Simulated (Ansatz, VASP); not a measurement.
## Hf2SnS2: VASP beside Ansatz

```
Hf Sn S
1.0
    -2.33572    2.33572    4.84928
     2.33572   -2.33572    4.84928
     2.33572    2.33572   -4.84928
Hf Sn S
2 1 2
Direct
  0.75000 0.25000 0.50000
  0.25000 0.75000 0.50000
  0.00000 0.00000 0.00000
  0.34905 0.34905 0.00000
  0.65095 0.65095 0.00000
```

Change from the starting cell: species swapped into the CsCo2S2 type (I4/mmm, No. 139).

Alike in both runs: functional PBE; k mesh 12 × 12 × 12; occupations gaussian, width 0.1 eV; no spin polarisation.

Ansatz relaxed the structure, and its values are those at the end. VASP's run is a single point on that final structure, the one shown.

|  | VASP | Ansatz |
| --- | --- | --- |
| version | VASP 6.6.1 | Ansatz 0.2.0 |
| potentials or method | VASP PAW PBE potentials, release 64 (Hf_pv, Sn_d, S) | scalar-relativistic, plane waves, PAW |
| plane-wave cutoff (eV) | 520 | 420 |
| valence electrons in the cell | 46 | 78 |

```csv
,VASP,Ansatz,Ansatz less VASP
gap on the k mesh at the Fermi level (eV),none,none,-
pressure (GPa),-0.4,0.0,+0.45
rms of the force components (eV/Å),0.017,0.000,-0.0165
```

A gap of «none» marks a metal or a gap that the smearing closes. The two sets of potentials don't hold the same shells in valence.

Spin-orbit coupling is left out, which matters for the levels of Hf.
